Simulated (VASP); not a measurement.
A run of VASP 6.6.1:

INCAR

```
SYSTEM = TaCo
PREC = Accurate ; ENCUT = 520
EDIFF = 1E-7 ; ISMEAR = -1
SIGMA = 0.05 ; LREAL = .False.
LASPH = .True. ; NELM = 120
ALGO = Normal ; ISIF = 2
LWAVE = .False. ; LCHARG = .False.
ISPIN = 2 ; MAGMOM = 0 2
LORBIT = 11 ; LMAXMIX = 4
GGA = PS ; NBANDS = 21
```

Contents of KPOINTS:

```
Automatic mesh
0
Gamma
  9 9 9
  0 0 0
```

The input POSCAR:

```
TaCo
1.0
    3.0683990000      0.0000000000      0.0000000000
    0.0000000000      3.0683990000      0.0000000000
    0.0000000000      0.0000000000      3.0683990000
Ta Co
1 1
Direct
    0.0000000000      0.0000000000      0.0000000000
    0.5000000000      0.5000000000      0.5000000000
```

Potentials or basis: VASP PAW PBE potentials, release 64 (Ta_pv, Co).

Run with:

```bash
$ cat potpaw_PBE.64/Ta_pv/POTCAR potpaw_PBE.64/Co/POTCAR > POTCAR
$ mpirun -np 1 vasp_std > vasp.out
```

Hardware: 1 thread of AMD EPYC 9R45 96-Core Processor (Zen 5), with other jobs on the host.

**Question.** Estimate the wall time of this run.

**Answer.** Wall time 29 s on 1 thread of AMD EPYC 9R45 96-Core Processor (Zen 5) (shared host), peak memory 0.14 GiB. Counts: scf iterations 19, k points 35.
